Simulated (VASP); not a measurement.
Given:

```xyz
63
Lattice="7.1466 0.0000 0.0000 0.0000 7.1466 0.0000 0.0000 0.0000 7.1466" Properties=species:S:1:pos:R:3 pbc="T T T"
C      3.5611     7.1429     0.0016
C      4.4404     0.9211     0.9262
C      5.3372     1.7956     0.0285
C      6.2263     2.7192     0.9263
C      5.3375     0.0233     1.8007
C      6.2265     0.9208     2.7244
C      7.1298     0.0068     0.0122
C      0.8744     0.9012     0.9065
C      1.7575     1.7861     7.1462
C      2.6366     2.6696     0.8794
C      3.5683     3.5776     0.0037
C      4.4686     4.5022     0.8825
C      5.3646     5.3870     7.1457
C      6.2348     6.2845     0.8997
C      1.7577     7.1415     1.7915
C      2.6368     0.8747     2.6748
C      3.4567     1.7480     1.7532
C      5.4003     3.6824     1.7513
C      6.2718     4.5006     2.6760
C      3.5686     7.1452     3.5825
C      4.4683     0.8776     4.5073
C      5.4004     1.7463     3.6877
C      6.2718     2.6707     4.5055
C      5.3646     7.1407     5.3918
C      6.2345     0.8946     6.2897
C      7.1430     3.5768     0.0090
C      0.8696     4.4670     0.8921
C      1.7968     5.3687     7.1256
C      2.6649     6.2655     0.8747
C      7.1211     1.8070     1.8124
C      0.8790     2.6867     2.6917
C      1.7522     3.5884     1.7643
C      2.6257     4.5150     2.5825
C      3.5576     5.3829     1.7628
C      4.4578     6.2634     2.6882
C      7.1432     0.0038     3.5824
C      0.8695     0.8871     4.4723
C      1.7521     1.7593     3.5939
C      2.6254     2.5776     4.5202
C      4.5699     4.5118     4.5170
C      5.3885     5.3860     3.5969
C      6.2682     6.2662     4.4829
C      1.7970     7.1204     5.3737
C      2.6648     0.8696     6.2706
C      3.5578     1.7577     5.3878
C      4.4577     2.6829     6.2685
C      5.3884     3.5914     5.3912
C      6.2680     4.4774     6.2716
C      0.0092     5.3752     1.7959
C      0.8847     6.2603     2.6881
C      7.1458     3.5742     3.5794
C      0.9058     4.4543     4.4593
C      1.8001     5.3397     3.5457
C      2.6910     6.2379     4.4690
C      0.0094     1.7907     5.3801
C      0.8848     2.6831     6.2654
C      1.7999     3.5408     5.3448
C      2.6906     4.4638     6.2431
C      3.5898     5.3396     5.3448
C      4.4631     6.2619     6.2669
C      0.0067     5.3583     5.3636
C      0.8997     6.2534     6.2586
Al     4.0106     3.1316     3.1365
```
Cell charge -2.

The numbers are results of PBE GGA, VASP's PBE PAW potentials (set 64) (plane waves; VASP), not measurements. Settings: PREC = Normal, LREAL = Auto, ISYM = 0, NELECT = 253.0, 400 eV cut-off, 1×1×1 Γ-centred mesh, Gaussian smearing of 0.050 eV, potentials C Al. Starting moments (MAGMOM): 63*0.0476. The cell's moment is fixed (NUPDOWN = 3).

At this cut-off the stress carries a Pulay error, which pulls relaxed volumes low. The cell is charged, with a uniform compensating background.  The supercell is sampled at Γ alone, which is coarse: total energies, pressure and levels can be off, energies of defects by several tenths of an eV.

### Question
What does the run give for the cell moment, energy per atom (σ→0), pressure?

### Answer

```json
{
  "cell_moment": "3.00 μB",
  "energy per atom (σ→0)": "-8.445 eV/atom",
  "pressure": "17.10 GPa"
}
```

### Question
Give the moment on each site (PAW-sphere projection).

### Answer

```csv
site,moment (μB)
C1,0.03
C2,0.01
C3,0.01
C4,0.01
C5,0.01
C6,0.01
C7,0.01
C8,0.02
C9,0.02
C10,0.01
C11,0.01
C12,0.01
C13,0.03
C14,0.01
C15,0.02
C16,0.01
C17,0.14
C18,0.14
C19,0.01
C20,0.01
C21,0.01
C22,0.14
C23,0.01
C24,0.03
C25,0.01
C26,0.02
C27,0.04
C28,0.02
C29,0.03
C30,0.02
C31,0.01
C32,0.01
C33,0.14
C34,0.01
C35,0.01
C36,0.02
C37,0.04
C38,0.01
C39,0.14
C40,0.14
C41,0.01
C42,0.02
C43,0.02
C44,0.03
C45,0.01
C46,0.01
C47,0.01
C48,0.02
C49,0.03
C50,0.02
C51,0.01
C52,0.02
C53,0.01
C54,0.01
C55,0.03
C56,0.02
C57,0.01
C58,0.01
C59,0.01
C60,0.04
C61,0.01
C62,0.01
Al63,-0.02
```

Only differences to runs with the same potentials and settings are physical.

The cell is a supercell with a defect, built from C (diamond): Al_C-vac_C, charge -2.
